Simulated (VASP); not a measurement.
Data:

```
CdAs2
1.0
   -3.97797     3.97797     2.32965
    3.97797    -3.97797     2.32965
    3.97797     3.97797    -2.32965
Cd As
2 4
Direct
  0.75000   0.25000   0.50000
  0.00000   0.00000   0.00000
  0.37500   0.56674   0.69174
  0.31674   0.12500   0.69174
  0.87500   0.68326   0.30826
  0.43326   0.62500   0.30826
```

These are PBEsol GGA, VASP's PBE PAW potentials (set 64) (plane waves; VASP) values and carry that method's errors. Run with 400 eV cut-off, Gaussian smearing of 0.050 eV, potentials Cd As.

Task: Give the energies of bands 14 to 25 at the high-symmetry points, in eV from the valence-band maximum.

Result: 
```json
[
 {"band": "14", "Γ": "-6.57", "X": "-6.76", "M": "-7.18", "Z": "-7.00", "P": "-7.68", "N": "-7.62"},
 {"band": "15", "Γ": "-5.30", "X": "-4.77", "M": "-4.01", "Z": "-5.62", "P": "-4.56", "N": "-5.27"},
 {"band": "16", "Γ": "-4.14", "X": "-3.64", "M": "-4.01", "Z": "-3.27", "P": "-4.56", "N": "-4.41"},
 {"band": "17", "Γ": "-2.52", "X": "-2.50", "M": "-3.15", "Z": "-2.79", "P": "-3.37", "N": "-3.39"},
 {"band": "18", "Γ": "-2.52", "X": "-2.37", "M": "-1.40", "Z": "-2.77", "P": "-3.37", "N": "-2.48"},
 {"band": "19", "Γ": "-2.05", "X": "-2.08", "M": "-0.82", "Z": "-1.96", "P": "-1.99", "N": "-2.24"},
 {"band": "20", "Γ": "-1.99", "X": "-1.55", "M": "-0.82", "Z": "-0.88", "P": "-1.99", "N": "-1.60"},
 {"band": "21", "Γ": "-0.90", "X": "-1.27", "M": "-0.36", "Z": "-0.72", "P": "-0.68", "N": "-1.23"},
 {"band": "22", "Γ": "-0.90", "X": "-0.60", "M": "0.00", "Z": "-0.69", "P": "-0.68", "N": "-0.79"},
 {"band": "23", "Γ": "0.28", "X": "1.43", "M": "0.83", "Z": "0.30", "P": "2.31", "N": "1.91"},
 {"band": "24", "Γ": "2.90", "X": "2.02", "M": "1.57", "Z": "2.24", "P": "2.31", "N": "2.53"},
 {"band": "25", "Γ": "3.19", "X": "2.08", "M": "1.57", "Z": "3.05", "P": "2.79", "N": "2.62"}
]
```

The gap is indirect, 0.28 eV, from the valence maximum at M to the conduction minimum at Γ.

The structure comes from a computed database's CdAs2 entry (I4_122); how it stands against other phases isn't given here. It was relaxed first.
